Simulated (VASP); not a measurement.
Crystal: Ga2GeO5.

```
Ga Ge O
1.0
     3.05800    0.00000    0.00000
     0.00000    7.95900    0.00000
     0.00000    0.00000    8.26600
Ga Ge O
4 2 10
Direct
  0.50000 0.59706 0.65848
  0.00000 0.25832 0.48996
  0.50000 0.40294 0.15848
  0.00000 0.74168 0.98996
  0.50000 0.89785 0.34660
  0.50000 0.10215 0.84660
  0.50000 0.74570 0.49081
  0.50000 0.10567 0.42572
  0.50000 0.37743 0.58081
  0.00000 0.62432 0.78200
  0.00000 0.88843 0.22562
  0.50000 0.25430 0.99081
  0.50000 0.62257 0.08081
  0.50000 0.89433 0.92572
  0.00000 0.11157 0.72562
  0.00000 0.37568 0.28200
```

The cell was built by a generator and needn't be a form met in nature.

```yaml
Program: VASP 6.6.1
Task: relaxation of cell and atoms
Functional: PBE
Potentials_or_basis: VASP PAW PBE potentials, release 64 (Ga_d, Ge_d, O)
Cutoff: 520 eV
k_mesh: 8 × 4 × 4
Occupations: gaussian, width 0.03 eV
Spin: no spin polarisation
```

At the start: pressure 0.1 GPa; volume 12.57 Å³/atom.

**Question.** Where does the relaxation end?

**Answer.** Over 44 steps the energy falls by 2.5 meV/atom and the volume is 12.47 Å³/atom (-0.8 %); space group Pmc2_1 (No. 26, to 0.05 Å).

Step by step:
```csv
step,energy change (eV),largest force (eV/Å),pressure (GPa),volume (Å³)
1,0.0000,0.0731,0.06,201.18
3,-0.0012,0.1574,-0.03,201.34
5,-0.0031,0.0765,-0.22,201.46
7,-0.0033,0.1038,-0.30,201.53
9,-0.0063,0.0949,-0.10,201.17
11,-0.0108,0.0859,0.20,200.61
13,-0.0158,0.3061,0.09,200.38
15,-0.0184,0.1791,0.08,200.47
17,-0.0228,0.1295,-0.33,200.58
19,-0.0248,0.1061,-0.18,200.42
21,-0.0252,0.4233,0.52,199.17
23,-0.0305,0.1363,0.21,199.69
25,-0.0312,0.3158,0.19,199.43
27,-0.0344,0.1058,0.13,199.61
29,-0.0378,0.0737,-0.17,199.79
31,-0.0389,0.0476,-0.01,199.58
33,-0.0391,0.0424,0.14,199.41
35,-0.0395,0.0426,0.01,199.55
37,-0.0397,0.0168,-0.06,199.60
39,-0.0397,0.0165,-0.03,199.61
41,-0.0398,0.0123,0.01,199.56
43,-0.0398,0.0156,0.00,199.54
44,-0.0399,0.0085,0.01,199.52
```

Final structure:
```yaml
crystal:
  lattice:
    - [3.06430, 0.00000, 0.00000]
    - [0.00000, 7.88357, 0.00000]
    - [0.00000, 0.00000, 8.25925]
  atoms:
    - { symbol: Ga, position: [0.50000, 0.59665, 0.66049] }
    - { symbol: Ga, position: [0.00000, 0.25238, 0.49463] }
    - { symbol: Ga, position: [0.50000, 0.40335, 0.16049] }
    - { symbol: Ga, position: [0.00000, 0.74762, 0.99463] }
    - { symbol: Ge, position: [0.50000, 0.89093, 0.34621] }
    - { symbol: Ge, position: [0.50000, 0.10907, 0.84621] }
    - { symbol: O, position: [0.50000, 0.71994, 0.47223] }
    - { symbol: O, position: [0.50000, 0.09584, 0.43556] }
    - { symbol: O, position: [0.50000, 0.37331, 0.58546] }
    - { symbol: O, position: [0.00000, 0.63846, 0.78038] }
    - { symbol: O, position: [0.00000, 0.89193, 0.22503] }
    - { symbol: O, position: [0.50000, 0.28006, 0.97223] }
    - { symbol: O, position: [0.50000, 0.62669, 0.08546] }
    - { symbol: O, position: [0.50000, 0.90416, 0.93556] }
    - { symbol: O, position: [0.00000, 0.10807, 0.72503] }
    - { symbol: O, position: [0.00000, 0.36154, 0.28038] }
```
